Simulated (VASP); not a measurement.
Given:

```yaml
crystal:
  lattice:
    - [2.12394, -2.03619, 0.13818]
    - [2.12394, 2.03619, 0.13818]
    - [-0.47311, 0.00000, 5.14461]
  atoms:
    - { symbol: Cu, position: [0.00000, 0.50000, 0.00000] }
    - { symbol: Cu, position: [0.50000, 0.00000, 0.50000] }
    - { symbol: O, position: [0.50715, 0.49285, 0.25000] }
    - { symbol: O, position: [0.49285, 0.50715, 0.75000] }
```

Computed with PBE GGA, VASP's PBE PAW potentials (set 64) (plane waves; VASP). Run with 500 eV cut-off, Gaussian smearing of 0.050 eV, potentials Cu O.

Question: Give the energies of bands 7 to 20 at the high-symmetry points, in eV from the Fermi level.

Answer: 
```
band      Γ      C     Y2     M2      D      A     V2
----  -----  -----  -----  -----  -----  -----  -----
7     -3.40  -4.67  -4.41  -5.33  -4.98  -3.83  -4.24
8     -3.39  -4.04  -4.21  -5.33  -4.98  -3.83  -3.99
9     -3.25  -2.87  -3.21  -2.87  -2.76  -3.32  -3.08
10    -2.97  -2.59  -2.67  -2.87  -2.76  -3.32  -2.58
11    -2.45  -2.58  -2.59  -2.34  -2.41  -2.32  -2.55
12    -2.41  -2.42  -2.38  -2.34  -2.41  -2.32  -2.41
13    -2.38  -2.30  -2.35  -1.89  -1.99  -2.27  -2.27
14    -2.36  -2.13  -2.33  -1.89  -1.99  -2.27  -1.88
15    -2.28  -1.72  -1.62  -1.42  -1.68  -1.55  -1.57
16    -1.90  -1.37  -1.22  -1.42  -1.68  -1.55  -1.50
17     0.59  -1.37  -1.19  -0.53  -0.46   0.10   0.19
18     0.70   0.95   1.09  -0.53  -0.46   0.10   0.44
19     1.37   3.26   2.20   4.04   4.54   3.44   3.74
20     6.08   6.06   7.20   4.04   4.54   3.44   5.84
```

It has no gap at this level: it comes out as a metal or semimetal.

The structure was generated: CuO was put into the tenorite type (C2/c), which need not be its known phase. It was relaxed first, which changed the volume by +10 %.
